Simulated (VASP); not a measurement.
Runs of VASP 6.6.1 on Cu2B. It takes space group Fd-3m (No. 227, cubic). The conventional cell has a = 6.567 Å, b = 6.567 Å, c = 6.567 Å, α = 90.00°, β = 90.00°, γ = 90.00°. Cu (site symmetry -3m) is surrounded by 6 Cu at 2.32 Å. B (site symmetry -43m) is surrounded by 12 Cu at 2.72 Å and 4 B at 2.84 Å. The cell was built by a generator and needn't be a form met in nature.

| level | U | cutoff (eV) | smearing | other keys | gap on the mesh (eV) | pressure (GPa) |
| --- | --- | --- | --- | --- | --- | --- |
| PBEsol+U | Cu d U = 4 eV | 520 | fermi-dirac 0.05 eV | - | none | -9.2 |
| PBEsol | - | 520 | fermi-dirac 0.05 eV | - | none | -6.4 |
| PBEsol+U | Cu d U = 3 eV | 520 | fermi-dirac 0.05 eV | - | none | -8.5 |
| PBEsol | - | 800 | tetrahedron | LREAL = Auto; ISMEAR = -5; SIGMA = 0.3; ENCUT = 800 | none | -6.4 |
| PBEsol+U | Cu d U = 8 eV | 520 | fermi-dirac 0.05 eV | - | none | (a) |
| PBEsol+U | Cu d U = 6 eV | 520 | fermi-dirac 0.05 eV | - | none | -10.2 |
| PBEsol+U | Cu d U = 2 eV | 520 | fermi-dirac 0.05 eV | - | none | (b) |
| PBEsol+U | Cu d U = 5 eV | 520 | fermi-dirac 0.05 eV | - | none | -9.6 |

Alike in all rows: task single point; potentials or basis VASP PAW PBE potentials, release 64 (Cu, B); no spin polarisation; cell as given; k mesh 5 × 5 × 5.

Problem. Estimate the missing entries.

Solution. (a) -11.3; (b) -7.9.

Caveats: the PAW data sets were made with another functional, which shifts forces and pressure a little; U without spin polarisation on a metal has little footing (some runs); the U is typed as a test and isn't derived for this compound (some runs); tetrahedron occupations give inexact forces and stress in metals (some runs).

A gap of «none» marks a metal or a gap under the smearing width.
